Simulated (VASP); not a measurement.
Calculation: PBEsol GGA, VASP's PBE PAW potentials (set 64) (plane waves; VASP 6.6.1).

VASP input:

KPOINTS:
```
Automatic mesh
0
Gamma
11 11 11
0 0 0
```

File POSCAR:
```
Tm
1
   -3.0729950000     3.0729950000     1.6766630000
    3.0729950000    -3.0729950000     1.6766630000
    3.0729950000     3.0729950000    -1.6766630000
Tm
2
Direct
  0.7500000000   0.2500000000   0.5000000000
  0.0000000000   0.0000000000   0.0000000000
```

**INCAR**
```
SYSTEM = Tm
PREC = Accurate
ENCUT = 400
EDIFF = 1E-6
NELM = 100
ALGO = Normal
LREAL = .FALSE.
LASPH = .TRUE.
ISMEAR = 1
SIGMA = 0.1
GGA = PS
LMAXMIX = 6
LWAVE = .FALSE.
LCHARG = .FALSE.
IBRION = 2
ISIF = 3
NSW = 60
EDIFFG = -0.01
```

POTCAR, in this order: Tm_3 (PBE.64 set). Program: vasp_std.

Output of the run:

**OUTCAR**
```
 ion  position               nearest neighbor table
   1  0.750  0.250  0.500-   2 3.19   2 3.19   2 3.19   2 3.19
   2  0.000  0.000  0.000-   1 3.19   1 3.19   1 3.19   1 3.19
  LATTYP: Found a body centered tetragonal cell.
 ALAT       =     6.1459900000
 C/A-ratio  =     0.5456120169
 Subroutine PRICEL returns:
 Original cell was already a primitive cell.
 Subroutine GETGRP returns: Found 16 space group operations
The static configuration has the point symmetry D_2d.
 The point group associated with its full space group is D_4h.
The dynamic configuration has the point symmetry D_2d.
 Subroutine INISYM returns: Found 16 space group operations
 Subroutine IBZKPT returns following result:
 Found    126 irreducible k-points:

 Following reciprocal coordinates:
            Coordinates               Weight
  0.000000  0.000000  0.000000      1.000000
  0.090909 -0.000000  0.000000      8.000000
  0.181818  0.000000 -0.000000      8.000000
  0.272727 -0.000000  0.000000      8.000000
  0.363636 -0.000000  0.000000      8.000000
  0.454545  0.000000 -0.000000      8.000000
  0.090909  0.090909  0.000000      8.000000
  0.181818  0.090909  0.000000     16.000000
  0.272727  0.090909  0.000000     16.000000
  0.363636  0.090909  0.000000     16.000000
  0.454545  0.090909  0.000000     16.000000
 -0.454545  0.090909  0.000000     16.000000
 -0.363636  0.090909 -0.000000     16.000000
 -0.272727  0.090909 -0.000000     16.000000
 -0.181818  0.090909  0.000000     16.000000
 -0.090909  0.090909  0.000000      4.000000
  0.181818  0.181818  0.000000      8.000000
  0.272727  0.181818  0.000000     16.000000
  0.363636  0.181818  0.000000     16.000000
  0.454545  0.181818  0.000000     16.000000
 -0.454545  0.181818  0.000000     16.000000
 -0.363636  0.181818 -0.000000     16.000000
 -0.272727  0.181818 -0.000000     16.000000
 -0.181818  0.181818  0.000000      4.000000
  0.272727  0.272727  0.000000      8.000000
  0.363636  0.272727  0.000000     16.000000
  0.454545  0.272727  0.000000     16.000000
 -0.454545  0.272727  0.000000     16.000000
 -0.363636  0.272727  0.000000     16.000000
 -0.272727  0.272727  0.000000      4.000000
  0.363636  0.363636  0.000000      8.000000
  0.454545  0.363636  0.000000     16.000000
 -0.454545  0.363636  0.000000     16.000000
 -0.363636  0.363636  0.000000      4.000000
  0.454545  0.454545 -0.000000      8.000000
 -0.454545  0.454545  0.000000      4.000000
  0.090909  0.090909  0.090909      8.000000
  0.181818  0.090909  0.090909     16.000000
  0.272727  0.090909  0.090909     16.000000
  0.363636  0.090909  0.090909     16.000000
   k-points           NKPTS =    126   k-points in BZ     NKDIM =    126   number of bands    NBANDS=     13
   number of dos      NEDOS =    301   number of ions     NIONS =      2
   total plane-waves  NPLWV =  27000
   dimension x,y,z NGX =    30 NGY =   30 NGZ =   30
   dimension x,y,z NGXF=    60 NGYF=   60 NGZF=   60
   ions per type =               2
   PREC   = accura    normal or accurate (medium, high low for compatibility)
   ISTART =      0    job   : 0-new  1-cont  2-samecut
   ICHARG =      2    charge: 1-file 2-atom 10-const
   ISPIN  =      1    spin polarized calculation?
   LNONCOLLINEAR =      F non collinear calculations
   LSORBIT =      F    spin-orbit coupling
   INIWAV =      1    electr: 0-lowe 1-rand  2-diag
   ENCUT  =  400.0 eV  29.40 Ry    5.42 a.u.   7.60  7.60  7.60*2*pi/ulx,y,z
   NELM   =    100;   NELMIN=  2; NELMDL= -5     # of ELM steps
   EDIFF  = 0.1E-05   stopping-criterion for ELM
   LREAL  =      F    real-space projection
...
```

File OSZICAR:
```
       N       E                     dE             d eps       ncg     rms          rms(c)
DAV:   1     0.522656280857E+02    0.52266E+02   -0.75945E+03  3420   0.108E+03
DAV:   2    -0.485806235967E+01   -0.57124E+02   -0.55900E+02  3485   0.339E+02
DAV:   3    -0.873414076204E+01   -0.38761E+01   -0.35826E+01  5585   0.542E+01
DAV:   4    -0.883139306876E+01   -0.97252E-01   -0.95558E-01  5326   0.681E+00
DAV:   5    -0.883283180208E+01   -0.14387E-02   -0.14374E-02  4852   0.773E-01    0.223E+01
DAV:   6    -0.877204793128E+01    0.60784E-01   -0.81923E-02  5459   0.259E+00    0.129E+01
DAV:   7    -0.876698406609E+01    0.50639E-02   -0.13176E-01  5314   0.316E+00    0.342E-01
DAV:   8    -0.876574870789E+01    0.12354E-02   -0.10232E-02  5041   0.860E-01    0.299E-01
DAV:   9    -0.876574997449E+01   -0.12666E-05   -0.31535E-04  4847   0.187E-01    0.339E-02
DAV:  10    -0.876573889703E+01    0.11077E-04   -0.30759E-05  5331   0.511E-02    0.272E-02
DAV:  11    -0.876573937520E+01   -0.47816E-06   -0.40188E-06  4389   0.179E-02
   1 F= -.87657394E+01 E0= -.87655813E+01  d E =-.876574E+01
       N       E                     dE             d eps       ncg     rms          rms(c)
DAV:   1    -0.924850996633E+01   -0.48277E+00   -0.91188E+00  3692   0.354E+01    0.440E+00
DAV:   2    -0.894272554979E+01    0.30578E+00   -0.70235E-01  4152   0.945E+00    0.183E+00
DAV:   3    -0.881299710387E+01    0.12973E+00   -0.30960E-01  4984   0.580E+00    0.670E-01
DAV:   4    -0.881308078363E+01   -0.83680E-04   -0.12720E-02  4671   0.115E+00    0.378E-01
DAV:   5    -0.881343418120E+01   -0.35340E-03   -0.27154E-03  4687   0.558E-01    0.617E-02
DAV:   6    -0.881344364223E+01   -0.94610E-05   -0.11515E-04  5523   0.935E-02    0.129E-02
DAV:   7    -0.881344063110E+01    0.30111E-05   -0.58138E-06  4976   0.242E-02    0.280E-03
DAV:   8    -0.881344023316E+01    0.39794E-06   -0.26928E-07  2658   0.584E-03
   2 F= -.88134402E+01 E0= -.88130886E+01  d E =-.477009E-01
       N       E                     dE             d eps       ncg     rms          rms(c)
DAV:   1    -0.881348482599E+01   -0.44195E-04   -0.81787E-04  4439   0.332E-01    0.444E-02
DAV:   2    -0.881345558749E+01    0.29238E-04   -0.60477E-05  4440   0.843E-02    0.172E-02
DAV:   3    -0.881344472295E+01    0.10865E-04   -0.26026E-05  5094   0.529E-02    0.639E-03
DAV:   4    -0.881344446722E+01    0.25573E-06   -0.10031E-06  2340   0.121E-02
   3 F= -.88134445E+01 E0= -.88130969E+01  d E =-.477051E-01
       N       E                     dE             d eps       ncg     rms          rms(c)
DAV:   1    -0.881360137945E+01   -0.15666E-03   -0.36452E-03  4150   0.703E-01    0.944E-02
DAV:   2    -0.881347248323E+01    0.12890E-03   -0.27943E-04  4395   0.186E-01    0.364E-02
DAV:   3    -0.881342342794E+01    0.49055E-04   -0.11347E-04  5064   0.110E-01    0.135E-02
DAV:   4    -0.881342264051E+01    0.78743E-06   -0.59115E-06  4664   0.260E-02
   4 F= -.88134226E+01 E0= -.88130829E+01  d E =-.476833E-01
       N       E                     dE             d eps       ncg     rms          rms(c)
DAV:   1    -0.881481634100E+01   -0.13929E-02   -0.35120E-02  3599   0.155E+00    0.168E-01
DAV:   2    -0.881403809120E+01    0.77825E-03   -0.17276E-03  4991   0.489E-01    0.895E-02
DAV:   3    -0.881375758743E+01    0.28050E-03   -0.49755E-04  5144   0.189E-01    0.682E-02
DAV:   4    -0.881375979188E+01   -0.22045E-05   -0.43809E-05  4962   0.591E-02    0.207E-02
DAV:   5    -0.881375945344E+01    0.33844E-06   -0.35944E-06  4110   0.206E-02
   5 F= -.88137595E+01 E0= -.88135695E+01  d E =-.336813E-03
       N       E                     dE             d eps       ncg     rms          rms(c)
DAV:   1    -0.881415598326E+01   -0.39619E-03   -0.11157E-02  3599   0.873E-01    0.940E-02
DAV:   2    -0.881391132920E+01    0.24465E-03   -0.54667E-04  5015   0.276E-01    0.503E-02
DAV:   3    -0.881382223793E+01    0.89091E-04   -0.15953E-04  5162   0.107E-01    0.382E-02
DAV:   4    -0.881382307097E+01   -0.83304E-06   -0.13954E-05  4811   0.333E-02    0.121E-02
DAV:   5    -0.881382296106E+01    0.10991E-06   -0.89995E-07  2522   0.120E-02
   6 F= -.88138230E+01 E0= -.88137144E+01  d E =-.400321E-03
       N       E                     dE             d eps       ncg     rms          rms(c)
DAV:   1    -0.881383832781E+01   -0.15257E-04   -0.47091E-04  3669   0.181E-01    0.191E-02
DAV:   2    -0.881382817928E+01    0.10149E-04   -0.23068E-05  5025   0.573E-02    0.105E-02
DAV:   3    -0.881382440287E+01    0.37764E-05   -0.66396E-06  4553   0.220E-02    0.792E-03
DAV:   4    -0.881382443582E+01   -0.32949E-07   -0.54261E-07  2068   0.767E-03
   7 F= -.88138244E+01 E0= -.88137321E+01  d E =-.401795E-03
       N       E                     dE             d eps       ncg     rms          rms(c)
DAV:   1    -0.881411873287E+01   -0.29433E-03   -0.56570E-03  4040   0.880E-01    0.115E-01
DAV:   2    -0.881391914663E+01    0.19959E-03   -0.42989E-04  4334   0.232E-01    0.457E-02
DAV:   3    -0.881384116597E+01    0.77981E-04   -0.18478E-04  4979   0.141E-01    0.162E-02
DAV:   4    -0.881384110016E+01    0.65804E-07   -0.85390E-06  4848   0.308E-02
   8 F= -.88138411E+01 E0= -.88137410E+01  d E =-.166643E-04
```

File OUTCAR:
```
------------------------ aborting loop because EDIFF is reached ----------------------------------------
  FORCE on cell =-STRESS in cart. coord.  units (eV):
  Direction    XX          YY          ZZ          XY          YZ          ZX
  --------------------------------------------------------------------------------------
  Total       -0.0009326     -0.0009326     -0.0010039      0.0000000     -0.0000000      0.0000000
  in kB       -0.0256507     -0.0256507     -0.0276115      0.0000000     -0.0000000      0.0000000
  external PRESSURE =      -0.0263043 kB  Pullay stress =       0.0000000 kB
  volume of cell :       58.25
      direct lattice vectors                 reciprocal lattice vectors
    -2.992624985  2.992624985  1.626152216     0.000000000  0.167077399  0.307474291
     2.992624985 -2.992624985  1.626152216     0.167077399  0.000000000  0.307474291
     2.992624985  2.992624985 -1.626152216     0.167077399  0.167077399  0.000000000
 POSITION                                       TOTAL-FORCE (eV/Angst)
 -----------------------------------------------------------------------------------
      0.00000      2.99262      0.81308         0.000000     -0.000000     -0.000000
      0.00000      0.00000      0.00000        -0.000000      0.000000      0.000000
 -----------------------------------------------------------------------------------
    total drift:                                0.000000     -0.000000      0.000000
  FREE ENERGIE OF THE ION-ELECTRON SYSTEM (eV)
  ---------------------------------------------------
  free  energy   TOTEN  =        -8.8138411002 eV

  energy  without entropy=       -8.8135408235  energy(sigma->0) =       -8.81374101

 reached required accuracy - stopping structural energy minimisation
```
(Selected blocks of OUTCAR.)

File CONTCAR:
```
Tm
   1.00000000000000
    -2.9926249849316675    2.9926249849316675    1.6261522159976642
     2.9926249849316675   -2.9926249849316675    1.6261522159976642
     2.9926249849316675    2.9926249849316675   -1.6261522159976642
  Tm
     2
Direct
     0.7500000000000000    0.2500000000000000    0.5000000000000000
     0.0000000000000000    0.0000000000000000    0.0000000000000000
```

OUTCAR:
```
 val. band max:        2.8663197542   @ k =   0.0909   0.0909   0.0000

 cond. band min:       2.8721788561   @ k =  -0.1818  -0.4545   0.0909


 Fermi energy:         2.8681252768

 k-point     1 :       0.0000    0.0000    0.0000
  band No.  band energies     occupation
      1     -22.9813      2.00000
      2     -22.9813      2.00000
      3     -22.2477      2.00000
      4     -22.2477      2.00000
      5     -22.2067      2.00000
      6     -22.1957      2.00000
      7      -2.7711      2.00000
      8       0.8370      2.00000
      9       2.6192      2.00243
     10       2.7087      2.04670
     11       3.8401     -0.00000
     12       6.8648      0.00000
     13       6.8648      0.00000

 k-point     2 :       0.0909   -0.0000    0.0000
  band No.  band energies     occupation
      1     -22.9772      2.00000
      2     -22.9601      2.00000
      3     -22.2873      2.00000
      4     -22.2457      2.00000
      5     -22.2442      2.00000
      6     -22.2268      2.00000
      7      -2.5387      2.00000
      8       0.9667      2.00000
      9       2.6937      2.03330
     10       2.9634     -0.03887
     11       3.9726     -0.00000
     12       5.5083      0.00000
     13       5.6129      0.00000

 k-point     3 :       0.1818    0.0000   -0.0000
  band No.  band energies     occupation
      1     -22.9659      2.00000
      2     -22.9041      2.00000
      3     -22.4112      2.00000
      4     -22.3679      2.00000
      5     -22.2689      2.00000
      6     -22.2349      2.00000
      7      -1.8840      2.00000
      8       1.3155      2.00000
      9       2.8965      0.54006
     10       3.3423     -0.00000
     11       4.2186     -0.00000
     12       4.3194     -0.00000
     13       5.2140      0.00000

 k-point     4 :       0.2727   -0.0000    0.0000
  band No.  band energies     occupation
      1     -22.9509      2.00000
      2     -22.8402      2.00000
      3     -22.5783      2.00000
...
```

The 4f electrons are frozen in the core of the lanthanide potential, so 4f levels, which can set the real gap, and their magnetism are missing. Energy and stress use the plane-wave basis of the starting cell.

The structure was generated: Tm was put into the beta-Sn type (I4_1/amd), which need not be its known phase. This run relaxes it. Symmetry was kept, so distortions that lower it aren't found.
